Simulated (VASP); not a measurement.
## Sc4Co7Ge6: single point with PBE

Sc4Co7Ge6:

```
Sc Co Ge
1.0
    -3.92719    3.92719    3.92719
     3.92719   -3.92719    3.92719
     3.92719    3.92719   -3.92719
Sc Co Ge
4 7 6
Direct
  0.00000 0.00000 0.50000
  0.00000 0.50000 0.00000
  0.50000 0.00000 0.00000
  0.50000 0.50000 0.50000
  0.75000 0.25000 0.50000
  0.75000 0.50000 0.25000
  0.50000 0.25000 0.75000
  0.25000 0.50000 0.75000
  0.25000 0.75000 0.50000
  0.50000 0.75000 0.25000
  0.00000 0.00000 0.00000
  0.68263 0.68263 0.00000
  0.31737 0.00000 0.31737
  0.00000 0.31737 0.31737
  0.31737 0.31737 0.00000
  0.68263 0.00000 0.68263
  0.00000 0.68263 0.68263
```

The cell comes from a database or a generator and needn't be the stable form of this composition.

```yaml
Program: VASP 6.6.1
Task: single point
Functional: PBE
Potentials_or_basis: VASP PAW PBE potentials, release 64 (Sc_sv, Co, Ge_d)
Cutoff: 520 eV
k_mesh: 4 × 4 × 4
Occupations: gaussian, width 0.1 eV
Spin: no spin polarisation
Dipole_correction: no
Further_INCAR_settings: LREAL = Auto; ALGO = Fast; EDIFF = 1e-07; NBANDS = 110
```

```yaml
Pressure: -0.2 GPa
Largest_force: 0.023 eV/Å
Band_gap_on_the_k_mesh: none (metal or under the smearing width)
```

Forces on the atoms (eV/Å):
```
Sc   0.000  0.000  0.000
Sc   0.000  0.000  0.000
Sc   0.000  0.000  0.000
Sc   0.000  0.000  0.000
Co   0.000  0.000  0.000
Co   0.000  0.000  0.000
Co   0.000  0.000  0.000
Co   0.000  0.000  0.000
Co   0.000  0.000  0.000
Co   0.000  0.000  0.000
Co   0.000  0.000  0.000
Ge   0.000  0.000  0.023
Ge   0.000 -0.023  0.000
Ge  -0.023  0.000  0.000
Ge   0.000  0.000 -0.023
Ge   0.000  0.023  0.000
Ge   0.023  0.000  0.000
```

Levels at points of the mesh, in eV from the Fermi level:
| k point | band 93 | band 94 | band 95 | band 96 | band 97 | band 98 |
| --- | --- | --- | --- | --- | --- | --- |
| (0.00, 0.00, 0.00) | -0.35 | -0.35 | -0.35 | -0.34 | -0.30 | 0.99 |
| (0.50, 0.00, 0.00) | -0.42 | -0.23 | -0.11 | 0.14 | 0.30 | 0.47 |
| (0.50, 0.50, 0.50) | -0.34 | -0.34 | 0.25 | 0.25 | 0.25 | 0.56 |

Run time: 18 min on 1 thread of Intel(R) Xeon(R) Platinum 8488C (Sapphire Rapids), on a shared host, peak memory 0.49 GiB.

Spin polarisation is off, so any magnetic state and its effect on volume and gap are missing.
